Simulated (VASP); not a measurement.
Consider the following.

```xyz
4
Lattice="4.0567 0.0000 0.0000 -2.0284 3.5132 0.0000 0.0000 0.0000 6.4630" Properties=species:S:1:pos:R:3 pbc="T T T"
Mg     2.0284     1.1711     3.2072
Mg     0.0000     2.3422     6.4386
S      0.0000     2.3422     2.4479
S      2.0284     1.1711     5.6794
```

Calculation: modified Becke-Johnson potential (mBJ), VASP's PBE PAW potentials (set 64) (plane waves; VASP). Settings: 400 eV cut-off, 6×6×4 Γ-centred mesh, Gaussian smearing of 0.050 eV, potentials Mg S.

mBJ is a potential without an energy functional, so only the levels count.

**Question.** Give the energies of bands 3 to 11 at the high-symmetry points, in eV from the valence-band maximum.

**Answer.** 
```tsv
band	Γ	M	K	A	L	H
3	-2.73	-2.53	-2.06	-1.56	-2.64	-2.38
4	-0.52	-2.06	-1.92	-1.56	-2.64	-2.38
5	-0.52	-1.59	-1.92	-0.34	-0.77	-1.65
6	-0.15	-1.08	-1.15	-0.34	-0.77	-1.65
7	-0.15	-0.75	-1.13	-0.34	-0.68	-0.46
8	0.00	-0.42	-1.13	-0.34	-0.68	-0.46
9	4.97	6.05	6.24	6.26	6.01	7.01
10	6.03	6.50	8.17	6.26	6.01	7.01
11	8.57	7.05	8.40	8.69	7.45	7.66
```

The gap is direct, 4.97 eV, from the valence maximum at Γ to the conduction minimum at Γ.

The structure comes from a computed database's MgS entry (P6_3mc); how it stands against other phases isn't given here. It was relaxed first. The cell's shape comes from a PBE relaxation.
